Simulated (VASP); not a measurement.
An input for Ansatz (written as the equivalent of a VASP run, and not itself run):

Ansatz 0.2 input:
```yaml
crystal:
  lattice:
    - [0.0000000, 1.9690748, 1.9690748]
    - [1.9690748, 0.0000000, 1.9690748]
    - [1.9690748, 1.9690748, 0.0000000]
  atoms:
    - { symbol: Pd, position: [0.0000000, 0.0000000, 0.0000000] }
kpoints:
  mp_grid: { grid: [18, 18, 18] }
hamiltonian:
  xc: pbe
  pseudopotentials: { kind: paw }
scf:
  occupations: { method: tetrahedron }
  max_iter: 100
output: { forces: true, stress: true, eigenvalues: true }
```

Task: Write the VASP files for the same calculation (PBE).

Result: One answer among several that fit: 
File POSCAR:
```
Pd
3.938150
  0.0000000000   0.4999999513   0.4999999513
  0.4999999513   0.0000000000   0.4999999513
  0.4999999513   0.4999999513   0.0000000000
Pd
1
Direct
  0.0000000000   0.0000000000   0.0000000000
```

### INCAR
```
ISMEAR=-5
LCHARG=.TRUE.
NEDOS=601   # DOS grid
LWAVE=.FALSE.
LASPH=.TRUE.   # aspherical one-centre terms
NELM=100
LMAXMIX=4   # l cut-off of mixed one-centre charges
LORBIT=11
EDIFF=1E-7
SYSTEM=Pd
ENCUT=400
ALGO=Normal
ISIF=2   # forces and stress, cell fixed
LREAL=.FALSE.   # projection in real space or not
PREC=Accurate
GGA=PE   # PBE
```

**KPOINTS**
```
K-points
0
G
18 18 18
```

POTCAR, in this order: Pd (PBE.64 set). Program: vasp_std.

What does not carry over: each code has its own PAW files, so the cut-off isn't converted (ENCUT is set for VASP's; basis.ecutwfc is left out, and Ansatz then takes the one that its files recommend); Ansatz stops its SCF on the density residual and VASP on the energy change (EDIFF).

The compound is Pd in the fcc structure. It was relaxed first.
